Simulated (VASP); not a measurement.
```xyz
6
Lattice="4.4658 0.0000 0.0000 0.0000 4.4658 0.0000 0.0000 0.0000 2.9787" Properties=species:S:1:pos:R:3 pbc="T T T"
Mg     0.0000     0.0000     0.0000
Mg     2.2329     2.2329     1.4894
H      1.3603     1.3603     0.0000
H      3.5932     0.8726     1.4894
H      0.8726     3.5932     1.4894
H      3.1055     3.1055     0.0000
```

Level of theory: SCAN meta-GGA, VASP's PBE PAW potentials (set 64) (plane waves; VASP). Numerical set-up: 520 eV cut-off, 6×6×8 Γ-centred mesh, tetrahedra with Blöchl corrections, potentials Mg H.

The path is coarsely sampled, so an indirect gap can come out somewhat too large.

**Question.** Give the energies of bands 1 to 7 at the high-symmetry points, in eV from the valence-band maximum.

**Answer.** 
| band | Γ | X | M | Z | R | A |
|---|---|---|---|---|---|---|
| 1 | -6.66 | -4.96 | -3.83 | -3.10 | -2.35 | -1.96 |
| 2 | -1.49 | -4.96 | -3.83 | -3.10 | -2.35 | -1.96 |
| 3 | -1.49 | -0.52 | -2.80 | -0.09 | -1.07 | -0.98 |
| 4 | -0.40 | -0.52 | -2.80 | -0.09 | -1.07 | -0.98 |
| 5 | 5.23 | 5.99 | 9.91 | 7.18 | 5.83 | 4.58 |
| 6 | 5.74 | 5.99 | 9.91 | 7.18 | 5.83 | 4.58 |
| 7 | 10.01 | 10.94 | 10.00 | 7.56 | 7.54 | 4.74 |

The gap is indirect, 4.38 eV, from the valence maximum at (0.17, 0.17, 0.00) to the conduction minimum at A-Z at 0.20.

The compound is MgH2 in the rutile structure. It was relaxed first.
